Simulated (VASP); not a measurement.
Output of a VASP run:

### OSZICAR
```
       N       E                     dE             d eps       ncg     rms          rms(c)
DAV:   1     0.576777989010E+02    0.57678E+02   -0.41909E+03   846   0.905E+02
DAV:   2     0.443218857033E+00   -0.57235E+02   -0.56459E+02   996   0.152E+02
DAV:   3    -0.186144091135E+01   -0.23047E+01   -0.22905E+01  1141   0.352E+01
DAV:   4    -0.190523815232E+01   -0.43797E-01   -0.43729E-01  1269   0.423E+00
DAV:   5    -0.190553893577E+01   -0.30078E-03   -0.30066E-03  1200   0.270E-01    0.165E+00
DAV:   6    -0.190487485328E+01    0.66408E-03   -0.27310E-03  1166   0.633E-01    0.984E-01
DAV:   7    -0.190513473303E+01   -0.25988E-03   -0.66503E-03   981   0.105E+00    0.441E-02
DAV:   8    -0.190532496663E+01   -0.19023E-03   -0.34519E-04  1394   0.127E-01    0.277E-02
DAV:   9    -0.190533187091E+01   -0.69043E-05   -0.80814E-06  1125   0.301E-02    0.746E-03
DAV:  10    -0.190533316993E+01   -0.12990E-05   -0.40881E-06  1125   0.153E-02    0.215E-03
DAV:  11    -0.190533311238E+01    0.57558E-07   -0.52778E-07  1098   0.833E-03
   1 F= -.21070784E+01 E0= -.21068462E+01  d E =-.696675E-03
```

### OUTCAR
```
------------------------ aborting loop because EDIFF is reached ----------------------------------------
 Edisp (eV)   -0.20175
  FORCE on cell =-STRESS in cart. coord.  units (eV):
  Direction    XX          YY          ZZ          XY          YZ          ZX
  --------------------------------------------------------------------------------------
  Total      -0.11053    -0.11053    -0.11053    -0.00000    -0.00000    -0.00000
  in kB      -2.85121    -2.85121    -2.85121    -0.00000    -0.00000    -0.00000
  external pressure =       -2.85 kB  Pullay stress =        0.00 kB
  volume of cell :       62.11
      direct lattice vectors                 reciprocal lattice vectors
    -2.494796742  2.494796742  2.494796742     0.000000000  0.200417129  0.200417129
     2.494796742 -2.494796742  2.494796742     0.200417129  0.000000000  0.200417129
     2.494796742  2.494796742 -2.494796742     0.200417129  0.200417129  0.000000000
 POSITION                                       TOTAL-FORCE (eV/Angst)
 -----------------------------------------------------------------------------------
      0.00000      0.00000      0.00000         0.000000      0.000000     -0.000000
 -----------------------------------------------------------------------------------
    total drift:                                0.000000      0.000000     -0.000000
  FREE ENERGIE OF THE ION-ELECTRON SYSTEM (eV)
  ---------------------------------------------------
  free  energy   TOTEN  =        -2.1070784071 eV

  energy  without entropy=       -2.1063817321  energy(sigma->0) =       -2.10684618
```
(Selected blocks of OUTCAR.)

**POSCAR**
```
Ba
1
   -2.4947967418     2.4947967418     2.4947967418
    2.4947967418    -2.4947967418     2.4947967418
    2.4947967418     2.4947967418    -2.4947967418
Ba
1
Direct
  0.0000000000   0.0000000000   0.0000000000
```

**Question.** Reconstruct the remaining input files.

**Answer.** Several could match; the one computed here: the input of the run itself, PBE GGA with D3 dispersion (Becke-Johnson damping), plane waves, VASP's PBE PAW potentials (set 64).

**INCAR**
```
SYSTEM=Ba
LREAL=.False.   # projection in real space or not
ENCUT=520
LWAVE=.False.
ISMEAR=1   # Methfessel-Paxton
GGA=PE   # PBE
ALGO=Normal
ISIF=2   # forces and stress, cell fixed
LCHARG=.False.
LMAXMIX=4
PREC=Accurate
IVDW=12   # D3, Becke-Johnson
EDIFF=1E-7
SIGMA=0.1   # width (eV)
NELM=100   # most electronic steps
LASPH=.True.   # aspherical one-centre terms
```

**KPOINTS**
```
Automatic mesh
0
Gamma
10 10 10
0 0 0
```

POTCAR, in this order: Ba_sv (PBE.64 set). Program: vasp_std.

The compound is Ba in the bcc structure. This cell is one point of a volume scan, at 1.03 of the reference volume.
